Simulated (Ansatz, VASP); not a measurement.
## Cl (Cl/Re(0001)) in two plane-wave programs

One calculation is typed for both programs; each brings its own data sets. How far apart do they land? The cell is taken from a series of runs on this material, whose earlier steps may have relaxed, scaled, displaced or heated it; both programs get it as it stands.

Main program and level: Ansatz 0.2.0; plane waves, with VASP 6.6.1 beside it; single point at PBE.

### 1. The starting structure

The cell holds 1 atom: 1 Cl. Cell: a = 5.520 Å, b = 5.520 Å, c = 26.793 Å, α = 90.0°, β = 90.0°, γ = 60.0°. Vacuum lies along c.

### 2. Ansatz: single point, PBE

Ansatz runs on its default PAW (the set named soft_2) files.

With cell and atoms fixed, the geometry can't cause a difference; cores, projectors, grids and the points listed under the comparison can.

input.yaml reads:

```yaml
crystal:
  lattice:
    - [5.5199999999, 0.0, 0.0]
    - [2.76, 4.7804602288, 0.0]
    - [0.0, 0.0, 26.7925614676]
  atoms:
    - { symbol: Cl, position: [0.3333333333, 0.3333333333, 0.656416447], spin: 1.0 }
magnetization:
  spin_polarized: true
kpoints:
  mp_grid: { grid: [6, 6, 1] }
hamiltonian:
  xc: pbe
scf:
  occupations: { method: fermi_dirac, width: 0.1 }
  convergence: { dr2_threshold: 1.0e-08 }
efield:
  axis: 3
  dipole_correction: true
  ramp_position: 0.97
  ramp_width: 0.06
output:
  write_potential: true
  write_density: true
  volumetric_format: npy
```

Run with:

```sh
ansatz run input.yaml --threads 4 --pin off --max-ram 6144MiB --backend cpu --events-out ev --progress --plain --runs-dir out
```

Numbers of over 12 decimals in the logs are rounded to 6 here.

Output:

```text
Engine: ansatz 0.2.0, x86_64-unknown-linux-gnu
Pseudopotentials: kind: paw
Pseudopotential: Cl, paw, valence charge 7, recommended cutoff 420 eV (normal), Cl.paw.azcp
Functional definition: PBE
  parameter kappa = 0.804
  parameter beta = 0.066725
  exchange = pbe_x(kappa = kappa, mu = beta*pi^2/3)
  correlation = pbe_c(beta = beta)
Crystal: 1 atoms, lattice volume = 707.006 Å³
Basis set: ecut = 420 eV, 13823 PW (Γ)
Bands: 8, of which v1, the nominal top of the filled ones, is band 4 counted from 1 (3 counted from 0)
Symmetry: 12 space group operations
k-points: 7 of 36
Non-local potential: Cl, projectors of the file, l = 0: 2, l = 1: 2, l = 2: 2
PAW form: soft (Blöchl's): semilocal exchange-correlation on the pseudo side does not see the compensation charge
PAW one-centre angular grid: Cl, 110 points (default); XC on 64 Gauss nodes
Initial density: superposition of atomic densities (neutral atoms: chi_scale 0, normalization atom)
Starting moments: Σ|m| = 1 μB on 1 of 1 site
Initial wavefunctions: pseudopotential atomic-orbital guess
Functional: x = pbe(κ = 0.804, μ = 0.219515), c = pbe(β = 0.066725)
iter 1 solved again at ethr=5.04e-7 eV; its pass at ethr=3.10e-3 eV (dr2=3.53e-5 eV) is discarded
SCF iter   1: F=—  HF=-1078.105086 eV  |F-HF|=—  |Δ(HF+E_count)|=         —  Δρ=3.12e-4 (↑2.64e-4 ↓3.12e-4)  dr2=5.31e-5  dr2_m=5.31e-4  M=1.000 μB ∫|m|=1.000 μB  β_m=1.00  ethr=5.04e-7  p=0.000 e·Å  D=6.61e-10 V/Å  ΔV_dip=-0.00 eV  dr2_dipole=3.46e-12  V_vac-E_F(+/−)=8.07/8.07 eV  ⟨swp⟩=4.1  Hψ=1322  notcnv=0
efield: sawtooth ramp at fractional position 0.9700 (set: `efield.ramp_position`, or a place that a band, a saddle search or an elastic batch's reference lends), width 0.0600; the density the first Hamiltonian is built on has a dipole p = 0.000 e·Å; the dipole correction subtracts the counter field D = 6.61e-10 V/Å, which shifts the + side's vacuum level by -0.00 eV against the − side's; the planar-averaged density in the ramp window peaks in size at 8.1e-8 e/Å³
preconditioner: auto → none  [insulator: Δε(μ)=6.842 eV  Ē_g=9.187 eV  σ=0.100 eV  W_gap=0.56  n_scr=10 (ndim 8)  ℏωp=3.1 eV  f_vac=0.869  D(μ)=6.58/eV (n_scr^D=10)  ε∞_Penn≈1.1]
SCF iter   2: F=—  HF=-1078.105844 eV  |F-HF|=—  |Δ(HF+E_count)|=   7.57e-4  Δρ=6.35e-5 (↑3.13e-5 ↓6.35e-5)  dr2=1.22e-5  dr2_m=1.28e-5  M=1.000 μB ∫|m|=1.000 μB  β_m=1.00  ethr=5.04e-7  p=-0.000 e·Å  D=-3.99e-7 V/Å  ΔV_dip=0.00 eV  dr2_dipole=5.27e-14  V_vac-E_F(+/−)=8.06/8.06 eV  ⟨swp⟩=2.0  Hψ=168  notcnv=0  κ⁻¹=1.0e0(r=1)
SCF iter   3: F=—  HF=-1078.106064 eV  |F-HF|=—  |Δ(HF+E_count)|=   2.21e-4  Δρ=2.03e-5 (↑1.31e-5 ↓2.03e-5)  dr2=2.32e-6  dr2_m=9.75e-7  M=1.000 μB ∫|m|=1.000 μB  β_m=1.00  ethr=1.74e-7  p=-0.000 e·Å  D=-3.22e-7 V/Å  ΔV_dip=0.00 eV  dr2_dipole=1.51e-16  V_vac-E_F(+/−)=8.06/8.06 eV  ⟨swp⟩=2.0  Hψ=168  notcnv=0  κ⁻¹=2.7e-2(r=2)
SCF iter   4: F=—  HF=-1078.106139 eV  |F-HF|=—  |Δ(HF+E_count)|=   7.49e-5  Δρ=1.19e-5 (↑7.36e-6 ↓1.19e-5)  dr2=6.48e-7  dr2_m=4.09e-7  M=1.000 μB ∫|m|=1.000 μB  β_m=1.00  ethr=3.31e-8  p=-0.000 e·Å  D=-3.26e-7 V/Å  ΔV_dip=0.00 eV  dr2_dipole=1.32e-14  V_vac-E_F(+/−)=8.06/8.06 eV  ⟨swp⟩=2.0  Hψ=168  notcnv=0  κ⁻¹=2.3e-4(r=3)
SCF iter   5: F=—  HF=-1078.106157 eV  |F-HF|=—  |Δ(HF+E_count)|=   1.75e-5  Δρ=3.83e-5 (↑1.10e-5 ↓3.83e-5)  dr2=1.02e-5  dr2_m=1.48e-6  M=1.000 μB ∫|m|=1.000 μB  β_m=1.00  ethr=9.25e-9  p=-0.000 e·Å  D=-3.09e-7 V/Å  ΔV_dip=0.00 eV  dr2_dipole=3.61e-14  V_vac-E_F(+/−)=8.06/8.06 eV  ⟨swp⟩=2.0  Hψ=168  notcnv=0  κ⁻¹=4.9e-5(r=4)
SCF iter   6: F=—  HF=-1078.106166 eV  |F-HF|=—  |Δ(HF+E_count)|=   9.35e-6  Δρ=6.84e-5 (↑2.13e-5 ↓6.84e-5)  dr2=3.59e-5  dr2_m=3.73e-6  M=1.000 μB ∫|m|=1.000 μB  β_m=1.00  ethr=9.25e-9  p=-0.000 e·Å  D=-3.52e-7 V/Å  ΔV_dip=0.00 eV  dr2_dipole=1.40e-14  V_vac-E_F(+/−)=8.06/8.06 eV  ⟨swp⟩=2.5  Hψ=189  notcnv=0  κ⁻¹=2.4e-5(r=5)
SCF iter   7: F=—  HF=-1078.106176 eV  |F-HF|=—  |Δ(HF+E_count)|=   9.69e-6  Δρ=1.07e-4 (↑3.72e-5 ↓1.07e-4)  dr2=9.37e-5  dr2_m=8.01e-6  M=1.000 μB ∫|m|=1.000 μB  β_m=1.00  ethr=9.25e-9  p=-0.000 e·Å  D=-3.83e-7 V/Å  ΔV_dip=0.00 eV  dr2_dipole=5.74e-15  V_vac-E_F(+/−)=8.06/8.06 eV  ⟨swp⟩=3.5  Hψ=214  notcnv=0  κ⁻¹=5.2e-7(r=6)
SCF iter   8: F=—  HF=-1078.106209 eV  |F-HF|=—  |Δ(HF+E_count)|=   3.29e-5  Δρ=1.96e-4 (↑6.98e-5 ↓1.96e-4)  dr2=3.20e-4  dr2_m=2.62e-5  M=1.000 μB ∫|m|=1.000 μB  β_m=1.00  ethr=9.25e-9  p=-0.000 e·Å  D=-3.83e-7 V/Å  ΔV_dip=0.00 eV  dr2_dipole=6.34e-15  V_vac-E_F(+/−)=8.06/8.06 eV  ⟨swp⟩=3.5  Hψ=208  notcnv=0  κ⁻¹=4.5e-8(r=7)
SCF iter   9: F=—  HF=-1078.106320 eV  |F-HF|=—  |Δ(HF+E_count)|=   1.12e-4  Δρ=3.64e-4 (↑1.30e-4 ↓3.64e-4)  dr2=1.10e-3  dr2_m=8.94e-5  M=1.000 μB ∫|m|=1.000 μB  β_m=1.00  ethr=9.25e-9  p=-0.000 e·Å  D=-3.83e-7 V/Å  ΔV_dip=0.00 eV  dr2_dipole=1.04e-14  V_vac-E_F(+/−)=8.06/8.06 eV  ⟨swp⟩=3.6  Hψ=228  notcnv=0  κ⁻¹=4.2e-9(r=8)
[...]
spin-set hold released at iteration 16 (site moments' squared step at or under half its running peak, from the soft ceiling on): the magnetisation degrees of freedom join the quasi-Newton model from the next iteration; the mixer history was flushed
[...]
density mixer auto → broyden: gapped, with few screened modes (density of states about μ 1.63 of a free-electron gas's, 10 screened modes)
SCF iter  18: F=—  HF=-1078.070954 eV  |F-HF|=—  |Δ(HF+E_count)|=   4.58e-2  Δρ=2.60e-3 (↑6.43e-5 ↓2.60e-3)  dr2=2.95e-2  dr2_m=1.10e-2  M=0.994 μB ∫|m|=0.994 μB  β_m=1.20  ethr=9.25e-9  p=-0.000 e·Å  D=-1.28e-7 V/Å  ΔV_dip=0.00 eV  dr2_dipole=7.41e-12  V_vac-E_F(+/−)=7.77/7.77 eV  ⟨swp⟩=5.5  Hψ=389  notcnv=0  κ⁻¹=3.0e-4(r=2)
SCF iter  19: F=—  HF=-1078.077569 eV  |F-HF|=—  |Δ(HF+E_count)|=   6.61e-3  Δρ=2.50e-3 (↑4.87e-5 ↓2.50e-3)  dr2=2.72e-2  dr2_m=1.03e-2  M=0.995 μB ∫|m|=0.995 μB  β_m=1.20  ethr=9.25e-9  p=-0.000 e·Å  D=-3.95e-7 V/Å  ΔV_dip=0.00 eV  dr2_dipole=7.93e-13  V_vac-E_F(+/−)=7.81/7.81 eV  ⟨swp⟩=4.1  Hψ=263  notcnv=0  κ⁻¹=3.2e-5(r=3)
SCF iter  20: F=—  HF=-1078.103220 eV  |F-HF|=—  |Δ(HF+E_count)|=   2.57e-2  Δρ=1.65e-3 (↑1.16e-4 ↓1.65e-3)  dr2=1.13e-2  dr2_m=4.56e-3  M=0.998 μB ∫|m|=0.998 μB  β_m=1.20  ethr=9.25e-9  p=0.000 e·Å  D=1.87e-6 V/Å  ΔV_dip=-0.00 eV  dr2_dipole=4.32e-11  V_vac-E_F(+/−)=8.10/8.10 eV  ⟨swp⟩=5.5  Hψ=397  notcnv=0  κ⁻¹=1.3e-5(r=4)
SCF iter  21: F=—  HF=-1078.105445 eV  |F-HF|=—  |Δ(HF+E_count)|=   2.22e-3  Δρ=9.10e-4 (↑2.90e-5 ↓9.10e-4)  dr2=3.73e-3  dr2_m=1.38e-3  M=0.999 μB ∫|m|=0.999 μB  β_m=1.20  ethr=9.25e-9  p=0.000 e·Å  D=5.30e-8 V/Å  ΔV_dip=-0.00 eV  dr2_dipole=5.01e-15  V_vac-E_F(+/−)=8.03/8.03 eV  ⟨swp⟩=4.5  Hψ=402  notcnv=0  κ⁻¹=4.0e-6(r=5)
SCF iter  22: F=—  HF=-1078.106195 eV  |F-HF|=—  |Δ(HF+E_count)|=   7.50e-4  Δρ=2.53e-4 (↑1.67e-5 ↓2.53e-4)  dr2=3.04e-4  dr2_m=1.08e-4  M=1.000 μB ∫|m|=1.000 μB  β_m=1.20  ethr=9.25e-9  p=0.000 e·Å  D=1.50e-7 V/Å  ΔV_dip=-0.00 eV  dr2_dipole=5.74e-13  V_vac-E_F(+/−)=8.05/8.05 eV  ⟨swp⟩=4.0  Hψ=259  notcnv=0  κ⁻¹=8.5e-7(r=6)
SCF iter  23: F=—  HF=-1078.106129 eV  |F-HF|=—  |Δ(HF+E_count)|=   6.61e-5  Δρ=1.83e-4 (↑6.31e-6 ↓1.83e-4)  dr2=1.50e-4  dr2_m=5.32e-5  M=1.000 μB ∫|m|=1.000 μB  β_m=1.20  ethr=9.25e-9  p=-0.000 e·Å  D=-2.06e-7 V/Å  ΔV_dip=0.00 eV  dr2_dipole=3.69e-13  V_vac-E_F(+/−)=8.06/8.06 eV  ⟨swp⟩=3.5  Hψ=253  notcnv=0  κ⁻¹=6.0e-7(r=7)
SCF iter  24: F=—  HF=-1078.106154 eV  |F-HF|=—  |Δ(HF+E_count)|=   2.57e-5  Δρ=8.33e-5 (↑2.50e-6 ↓8.33e-5)  dr2=3.07e-5  dr2_m=1.16e-5  M=1.000 μB ∫|m|=1.000 μB  β_m=1.20  ethr=9.25e-9  p=-0.000 e·Å  D=-4.42e-7 V/Å  ΔV_dip=0.00 eV  dr2_dipole=2.52e-14  V_vac-E_F(+/−)=8.06/8.06 eV  ⟨swp⟩=3.5  Hψ=285  notcnv=0  κ⁻¹=2.4e-7(r=8)
SCF iter  25: F=—  HF=-1078.106160 eV  |F-HF|=—  |Δ(HF+E_count)|=   5.41e-6  Δρ=1.32e-5 (↑5.18e-7 ↓1.32e-5)  dr2=7.66e-7  dr2_m=2.92e-7  M=1.000 μB ∫|m|=1.000 μB  β_m=1.20  ethr=9.25e-9  p=-0.000 e·Å  D=-4.95e-7 V/Å  ΔV_dip=0.00 eV  dr2_dipole=2.82e-15  V_vac-E_F(+/−)=8.06/8.06 eV  ⟨swp⟩=2.5  Hψ=212  notcnv=0  κ⁻¹=1.1e-8(r=8)
SCF iter  26: F=—  HF=-1078.106160 eV  |F-HF|=—  |Δ(HF+E_count)|=   2.10e-7  Δρ=4.07e-6 (↑2.78e-7 ↓4.07e-6)  dr2=7.45e-8  dr2_m=2.74e-8  M=1.000 μB ∫|m|=1.000 μB  β_m=1.20  ethr=9.25e-9  p=-0.000 e·Å  D=-4.84e-7 V/Å  ΔV_dip=0.00 eV  dr2_dipole=3.39e-18  V_vac-E_F(+/−)=8.06/8.06 eV  ⟨swp⟩=1.5  Hψ=140  notcnv=0  κ⁻¹=1.8e-9(r=8)
SCF iter  27: F=-1078.106160 eV  HF=-1078.106160 eV  |F-HF|=2.52e-11  |Δ(HF+E_count)|=   1.93e-8  Δρ=1.32e-7 (↑1.32e-7 ↓9.32e-8)  dr2=3.96e-11  dr2_m=6.74e-11  M=1.000 μB ∫|m|=1.000 μB  ethr=1.43e-10  p=-0.000 e·Å  D=-4.83e-7 V/Å  ΔV_dip=0.00 eV  dr2_dipole=6.87e-18  V_vac-E_F(+/−)=8.06/8.06 eV  ⟨swp⟩=2.2  Hψ=439  notcnv=0
SCF 1 converged in 27 iterations: F = -1078.106160 eV  dr2 = 3.96e-11
  greatest PAW one-centre occupation: 0.923 electrons in one spin orbital (limit 2), on the Cl atom at site 0 (counted from 0), in its partial waves of l = 0
WARN: The output density's exchange-correlation potential varies sharply where the density is thin. Do not read a vacuum level from v_tot or v_xc, or from such a field of the output density. On a cell that repeats whose density bears no net charge and no dipole along the vacuum's axis use v_es (v_loc + v_h of the components); under efield.dipole_correction with no amplitude use v_es + v_field, which holds any externa [...]
this state was not tested for a lower state beside it, because the mixer in use, unlike msr1, does not test its closes by its own steps (another_mixer; see scf.mixing.algorithm and scf.lower_state_search)
SCF converged after 27 iterations
Magnetization: 0.9995 μB (3.9998 up, 3.0002 down)
Absolute magnetization: 0.9996 μB (∫|ρ↑−ρ↓|, with the PAW one-centre terms)
Spin contamination: 0.0008 ħ² per cell (⟨S²⟩ above its minimum at these occupations)
Per-site moments (μB) at R_I (Å): [(0.996625, 2.277000)]
Free energy (F): -1078.106160 eV
Harris-Foulkes:  -1078.106160 eV  (|F-HF|=2.52e-11)
Internal energy: -1077.917054 eV  (E = F + TS)
E sigma→0 (E₀):  -1078.011607 eV
Entropy (-TS):   -0.189106 eV (-189.106 meV/atom)
Fermi energy:    -7.747930 eV
Dipole field:    D = -0.000000 V/Å  (p = -0.000002 e·Å, saw-weighted, corrected)
Work function:   Φ+ = 8.0589 eV   Φ− = 8.0589 eV
Levels:          The Fermi level and band energies are counted from a zero that moves with the ramp; work functions are not
--- Per-component energies (eV) ---
  E_band       = -82.425179
  E_kinetic    = 157.841840
  E_local      = -1059.769347  (includes V_loc(G=0)·N_el)
  E_nonlocal   = 28.692878
  E_hartree    = 452.710484
  E_xc         = -104.314547
  E_vxc        = -118.148351  (∫ρ·V_xc dr)
  E_paw        = -658.896641  (= ΣΔE_a)
  E_vpaw       = 3.536644  (= ΣTr[D̂ρ^β])
  E_aug_tail   = 0.000092  (compensation charges beyond the density's cutoff)
  E_efield     = 0.000000  (sawtooth field / dipole correction)
  E_vefield    = 0.000014  (∫n·V_field dr)
  E_ewald      = 105.818186
  E_smearing   = -0.189106  (= −TS)
  E_closure    = -0.000000  (closes the sum)
  Σ components = -1078.106160   (vs F -1078.106160, Δ=0.00e0)
--- Band table (eV; the first three rows and the last of 14) ---
  k-point 0 ↑: bands = ["-20.8354", "-8.7021", "-8.6575", "-8.6575", "-0.9391", "0.1797", "0.3457", "0.7962"]
  k-point 1 ↑: bands = ["-20.8346", "-8.6989", "-8.6789", "-8.6624", "-0.7154", "0.3452", "0.5297", "0.9685"]
  k-point 2 ↑: bands = ["-20.8330", "-8.7207", "-8.6925", "-8.6721", "-0.0893", "0.8347", "1.0803", "1.4836"]
  k-point 6 ↓: bands = ["-19.8648", "-7.8422", "-7.8422", "-7.8116", "1.4529", "1.4529", "1.6592", "2.1118"]
```

The column dr2 measures how far the density is from self-consistency, as an energy; F and HF (Harris–Foulkes) agree once it is small.

(Part 1 of 2 ends here.)

[Lines on the potential files, build, host, timing and source positions are cut from VASP's logs without a mark.]

[Logs are printed without paths, hosts, clocks, repeated set-up lines and the standing remarks that a program may print on its own settings, such as how far it seeks lower states.]

[Hosts, paths, dates, database ids (printed as entryN), source tags and the programs' standing remarks are cut or masked in the printed files.]
